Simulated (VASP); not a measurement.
The input files of a VASP run:

### KPOINTS
```
Automatic mesh
0
G
 11 11 11
0 0 0
```

### INCAR
```
# general
SYSTEM  = CdSe
PREC    = Accurate
ENCUT   = 500   # plane-wave cut-off (eV)
LREAL   = .FALSE.
LASPH   = .TRUE.   # aspherical one-centre terms

# electronic loop
EDIFF   = 1E-6
NELM    = 100   # most electronic steps
ALGO    = Normal
LMAXMIX = 4

# smearing
ISMEAR  = 1
SIGMA   = 0.1   # width (eV)

# functional
GGA     = PS

# ions
IBRION  = 2   # conjugate gradients
NSW     = 40   # most ionic steps
ISIF    = 3   # ions, shape and volume
EDIFFG  = -0.02   # ionic stop

# output
LWAVE   = .FALSE.
LCHARG  = .FALSE.
```

### POSCAR
```
CdSe
1
    0.0000000000     2.8141120993     2.8141120993
    2.8141120993     0.0000000000     2.8141120993
    2.8141120993     2.8141120993     0.0000000000
Cd Se
1 1
Direct
  0.0000000000   0.0000000000   0.0000000000
  0.5000000000   0.5000000000   0.5000000000
```

POTCAR, in this order: Cd Se (PBE.64 set). Program: vasp_std.

Translate this PBEsol calculation to Ansatz.

One equivalent input (not run):
Ansatz 0.2 input:
```yaml
crystal:
  lattice:
    - [0.0000000, 2.8141121, 2.8141121]
    - [2.8141121, 0.0000000, 2.8141121]
    - [2.8141121, 2.8141121, 0.0000000]
  atoms:
    - { symbol: Cd, position: [0.0000000, 0.0000000, 0.0000000] }
    - { symbol: Se, position: [0.5000000, 0.5000000, 0.5000000] }
kpoints:
  mp_grid: { grid: [11, 11, 11] }
hamiltonian:
  xc: pbesol
  pseudopotentials: { kind: paw }
scf:
  occupations: { method: methfessel_paxton, width: 0.1 }
  max_iter: 100
relax:
  max_steps: 40
  f_tol: 0.02
  cell: {}
output: { forces: true, stress: true, eigenvalues: true }
```
Limits of the translation: each code has its own PAW files, so the cut-off isn't converted (ENCUT is set for VASP's; basis.ecutwfc is left out, and Ansatz then takes the one that its files recommend); Ansatz stops its SCF on the density residual and VASP on the energy change (EDIFF).

The structure was generated: CdSe was put into the rock salt type (Fm-3m), which need not be its known phase. This run relaxes it. Symmetry was kept, so distortions that lower it aren't found.
